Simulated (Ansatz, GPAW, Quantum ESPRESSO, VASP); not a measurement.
## GaGe: energy against volume and a worked fit

```xyz
2
Lattice="0.0000 2.8978 2.8978 2.8978 0.0000 2.8978 2.8978 2.8978 0.0000" Properties=species:S:1:pos:R:3 pbc="T T T"
Ge    0.0000    0.0000    0.0000
Ga    1.4489    1.4489    1.4489
```

The cell comes from a database or a generator and needn't be the stable form of this composition.

The cell was scaled at fixed shape and fractions and run with Quantum ESPRESSO, SSSP 1.3 efficiency PBE, cutoff 952 eV; PBE, k mesh 8 × 8 × 8 on the cell of 2 atoms, fermi-dirac occupations of 0.05 eV, no spin polarisation, no spin-orbit coupling. Energies are those that the program minimises, any entropy of the smearing included. For a metal such a mesh isn't converged to the digits shown.

```tsv
V (Å³/atom)	energy over the lowest row (meV/atom)
22.8746	17.285
23.3613	7.880
23.8480	2.253
24.3346	0.000
24.8213	?
25.3080	4.244
25.7947	10.108
```

Problem. Fit the third-order Birch-Murnaghan form, give V0, B0 and B′, and predict the energy left open.

Solution. With y = (V0/V)^(2/3), E = E0 + (9 V0 B0/16) [(y - 1)³ B′ + (y - 1)² (6 - 4y)]. Least squares through the rows shown give V0 = 24.4462 Å³/atom, E0 = -0.072 meV, B0 = 48.55 GPa (1 eV/Å³ = 160.218 GPa) and B′ = 4.67, with a largest miss of 0.006 meV. At V = 24.8213 the form with these constants gives 0.775 meV; the run gave 0.785 meV an atom. Other set-ups at this level, from all their volumes (Å³/atom, GPa): Ansatz, Ansatz PAW (earlier soft set): V0 24.455, B0 48.44; GPAW, GPAW PAW data sets (gpaw-data 1.2.1): V0 24.731, B0 48.99; Ansatz, all-electron LAPW, scalar-relativistic: V0 24.453, B0 48.39; VASP, PBE PAW files Ga_d, Ge_d, 520 eV: V0 24.484, B0 48.18.
